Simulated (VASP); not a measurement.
**Cl2BSeH: single point with SCAN+D4**

Cl2BSeH, in a box:

```
Cl B Se H
1.0
    12.00000    0.00000    0.00000
     0.00000   13.00000    0.00000
     0.00000    0.00000   13.00000
Cl B Se H
2 1 1 1
Direct
  0.53055 0.52310 0.61937
  0.59657 0.36842 0.45730
  0.52613 0.48058 0.49223
  0.44582 0.55238 0.38586
  0.40560 0.63482 0.45353
```

| Item | Value |
| --- | --- |
| Program | VASP 6.6.1 |
| Task | single point |
| Functional | SCAN |
| Dispersion | D4 |
| Potentials or basis | VASP PAW PBE potentials, release 64 (Cl, B, Se, H) |
| Cutoff | 520 eV |
| k mesh | 1 × 1 × 1 |
| Occupations | gaussian, width 0.01 eV |
| Spin | no spin polarisation |
| Further INCAR settings | ALGO = Normal; EDIFF = 1e-07; NBANDS = 20 |

* Largest force: 0.092 eV/Å
* Gap between the frontier levels: 4.82 eV
* Dispersion energy per atom: -0.004 eV

Forces on the atoms (eV/Å):
```
Cl  -0.003 -0.030 -0.085
Cl  -0.052  0.076 -0.002
B    0.018 -0.001  0.064
Se   0.019 -0.013  0.035
H    0.018 -0.031 -0.012
```

Levels at points of the mesh, in eV from the valence-band top:
| k point | band 8 | band 9 | band 10 | band 11 | band 12 | band 13 | band 14 | band 15 | band 16 | band 17 |
| --- | --- | --- | --- | --- | --- | --- | --- | --- | --- | --- |
| (0.00, 0.00, 0.00) | -2.76 | -1.69 | -1.26 | -1.05 | 0.00 | 4.82 | 6.08 | 6.62 | 7.38 | 7.60 |

Wall time 19 min on 1 thread of Intel(R) Xeon(R) Platinum 8259CL CPU @ 2.50GHz (Skylake/Cascade Lake) (shared host), peak memory 1.9 GiB.

Caveat: the PAW data sets were made with another functional, which shifts forces and pressure a little. SCAN opens gaps a little over a GGA but as a rule still falls short of measured ones.
